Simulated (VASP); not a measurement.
# Ca2GeF6 (Fm-3m) in VASP: further runs, part 2 of 2

VASP 6.6.1.

## Step 5: Single point, PBE (species swapped into the Cs2WBr6 type (Fm-3m, No. 225))

Input file INCAR:

```
  PREC = Accurate
  ENCUT = 520
  EDIFF = 1E-6
  ISMEAR = 0
  SIGMA = 0.1
  LREAL = False
  LASPH = True
  NELM = 100
  ALGO = Normal
  ISIF = 2
  LWAVE = False
  LCHARG = False
  GGA = PE
  NBANDS = 48
```

Input file KPOINTS:

```
Automatic mesh
0
Gamma
  4 4 4
```

Input file POSCAR:

```
Ca2GeF6
1.0
    0.0000000000      4.0016804534      4.0016804534
    4.0016804534      0.0000000000      4.0016804534
    4.0016804534      4.0016804534      0.0000000000
Ca Ge F
2 1 6
Direct
    0.2500000000      0.2500000000      0.2500000000
    0.7500000000      0.7500000000      0.7500000000
    0.0000000000      0.0000000000      0.0000000000
    0.7370523512      0.2629476488      0.2629476488
    0.2629476488      0.7370523512      0.2629476488
    0.2629476488      0.7370523512      0.7370523512
    0.7370523512      0.2629476488      0.7370523512
    0.2629476488      0.2629476488      0.7370523512
    0.7370523512      0.7370523512      0.2629476488
```

The run is started by

```sh
cat potpaw_PBE.64/Ca_sv/POTCAR potpaw_PBE.64/Ge_d/POTCAR potpaw_PBE.64/F/POTCAR > POTCAR
mpirun -np 1 vasp_std > vasp.out
```

Run time: 87 s. Hardware: 1 thread of Intel Xeon Platinum 8488C (Sapphire Rapids), shared host; peak memory 0.26 GiB.

The run converged. Its results:

| Property | Result |
| --- | --- |
| Free energy | -43.9429 eV |
| Pressure | -0.1 GPa |
| Largest force | 0.027 eV/Å |
| Band gap on the k mesh | 1.87 eV, indirect (least direct gap 2.51 eV) |

Forces on the atoms (eV/Å):
```
Ca   0.000  0.000  0.000
Ca   0.000  0.000  0.000
Ge   0.000  0.000  0.000
F    0.027  0.000  0.000
F    0.000  0.027  0.000
F   -0.027  0.000  0.000
F    0.000 -0.027  0.000
F    0.000  0.000  0.027
F    0.000  0.000 -0.027
```

Levels at points of the mesh, in eV from the valence-band top:
| k point | band 36 | band 37 | band 38 | band 39 | band 40 | band 41 |
| --- | --- | --- | --- | --- | --- | --- |
| (0.00, 0.00, 0.00) | -4.08 | -4.08 | -1.32 | 1.87 | 1.87 | 2.23 |
| (0.50, 0.00, 0.00) | -4.19 | -4.19 | -0.24 | 2.64 | 2.64 | 2.67 |
| (0.50, 0.50, 0.00) | -4.18 | -4.12 | -0.02 | 2.50 | 2.64 | 2.98 |

A k mesh can miss the band edges.

## Step 6: Relaxation of cell and atoms, PBE (species swapped into the Cs2WBr6 type (Fm-3m, No. 225))

Input file INCAR:

```
  PREC = Accurate
  ENCUT = 600
  EDIFF = 1E-6
  ISMEAR = 0
  SIGMA = 0.1
  LREAL = False
  LASPH = True
  NELM = 80
  ALGO = Normal
  ISIF = 3
  LWAVE = False
  LCHARG = False
  GGA = PE
  IBRION = 2
  NSW = 90
  EDIFFG = -0.04
```

KPOINTS is that of step 5.

Input file POSCAR:

```
Ca2GeF6
1.0
    0.0000000000      4.0122109600      4.0122109600
    4.0122109600      0.0000000000      4.0122109600
    4.0122109600      4.0122109600      0.0000000000
Ca Ge F
2 1 6
Direct
    0.2500000000      0.2500000000      0.2500000000
    0.7500000000      0.7500000000      0.7500000000
    0.0000000000      0.0000000000      0.0000000000
    0.7632200000      0.2367800000      0.2367800000
    0.2367800000      0.7632200000      0.2367800000
    0.2367800000      0.7632200000      0.7632200000
    0.7632200000      0.2367800000      0.7632200000
    0.2367800000      0.2367800000      0.7632200000
    0.7632200000      0.7632200000      0.2367800000
```

Potentials or basis: VASP PAW PBE potentials, release 64 (Ca_sv, Ge_d, F).

The run is started by

```sh
cat potpaw_PBE.64/Ca_sv/POTCAR potpaw_PBE.64/Ge_d/POTCAR potpaw_PBE.64/F/POTCAR > POTCAR
mpirun -np 1 vasp_std > vasp.out
```

Wall time 7.9 min (1 thread of Intel Xeon Platinum 8488C (Sapphire Rapids), shared host); peak memory 0.37 GiB.

It converged, with:

| Property | Result |
| --- | --- |
| Free energy | -43.9586 eV |
| Relaxed volume | 14.20 Å³/atom |
| Relaxed cell | a = 5.654 Å, b = 5.654 Å, c = 5.654 Å, α = 60.00°, β = 60.00°, γ = 60.00° |
| Space group after relaxing (to 0.05 Å) | Fm-3m (No. 225) |
| Energy gained by relaxing | 222.2 meV/atom |
| Ionic steps | 10 |
| Pressure after relaxing | -0.1 GPa |
| Largest force after relaxing | 0.013 eV/Å |
| Band gap on the k mesh | 1.88 eV, indirect (least direct gap 2.52 eV) |

Forces in eV/Å, atoms in the order of the input:
```
Ca   0.000  0.000  0.000
Ca   0.000  0.000  0.000
Ge   0.000  0.000  0.000
F    0.013  0.000  0.000
F    0.000  0.013  0.000
F   -0.013  0.000  0.000
F    0.000 -0.013  0.000
F    0.000  0.000  0.013
F    0.000  0.000 -0.013
```

Step by step:
| step | energy change (eV) | largest force (eV/Å) | pressure (GPa) | volume (Å³) |
| --- | --- | --- | --- | --- |
| 1 | 0.0000 | 2.8805 | 11.06 | 129.18 |
| 2 | -1.5579 | 0.1361 | -5.32 | 148.60 |
| 3 | -1.6008 | 0.4871 | -3.71 | 145.84 |
| 4 | -1.6013 | 0.5355 | -3.48 | 145.48 |
| 5 | -1.8062 | 0.3519 | -2.87 | 139.77 |
| 6 | -1.9935 | 0.1015 | -1.01 | 129.33 |
| 7 | -1.9943 | 0.1428 | -0.83 | 128.59 |
| 8 | -1.9942 | 0.1244 | -0.92 | 128.91 |
| 9 | -1.9969 | 0.1110 | 0.56 | 127.00 |
| 10 | -1.9995 | 0.0125 | -0.08 | 127.78 |

Final structure:
```
Ca Ge F
1.0
     0.00000    3.99773    3.99773
     3.99773    0.00000    3.99773
     3.99773    3.99773    0.00000
Ca Ge F
2 1 6
Direct
  0.25000 0.25000 0.25000
  0.75000 0.75000 0.75000
  0.00000 0.00000 0.00000
  0.73681 0.26319 0.26319
  0.26319 0.73681 0.26319
  0.26319 0.73681 0.73681
  0.73681 0.26319 0.73681
  0.26319 0.26319 0.73681
  0.73681 0.73681 0.26319
```

Levels at points of the mesh, in eV from the valence-band top:
| k point | band 34 | band 35 | band 36 | band 37 | band 38 | band 39 | band 40 | band 41 | band 42 | band 43 |
| --- | --- | --- | --- | --- | --- | --- | --- | --- | --- | --- |
| (0.00, 0.00, 0.00) | -4.17 | -4.08 | -4.08 | -4.08 | -1.32 | 1.88 | 1.88 | 2.24 | 2.24 | 2.24 |
| (0.50, 0.00, 0.00) | -4.26 | -4.26 | -4.19 | -4.19 | -0.24 | 2.65 | 2.65 | 2.68 | 2.86 | 2.86 |
| (0.50, 0.50, 0.00) | -4.49 | -4.49 | -4.18 | -4.12 | -0.02 | 2.51 | 2.65 | 2.99 | 3.04 | 3.24 |

A k mesh can miss the band edges.

## Step 7: The runs side by side

```tsv
task	cell	k mesh	cutoff (eV)	smearing	gap on the mesh (eV)	pressure (GPa)	relaxed volume (Å³/atom)	largest force (eV/Å)
single point	species swapped into the Cs2WBr6 type (Fm-3m, No. 225)	6 × 6 × 6	520	gaussian 0.02 eV	1.87	-0.1	-	0.03
relaxation of cell and atoms	relaxed from: species swapped into the Cs2WBr6 type (Fm-3m, No. 225)	6 × 6 × 6	600	gaussian 0.02 eV	1.89	0.0	14.18	-
single point	species swapped into the Cs2WBr6 type (Fm-3m, No. 225)	4 × 4 × 4	520	gaussian 0.1 eV	1.87	-0.1	-	0.03
relaxation of cell and atoms	relaxed from: species swapped into the Cs2WBr6 type (Fm-3m, No. 225)	4 × 4 × 4	600	gaussian 0.1 eV	1.88	-0.1	14.20	0.01
```

Alike in all rows: level PBE; potentials or basis VASP PAW PBE potentials, release 64 (Ca_sv, Ge_d, F); no spin polarisation.

Total energies depend on the potentials used, so only differences within one code and one set of settings carry meaning.
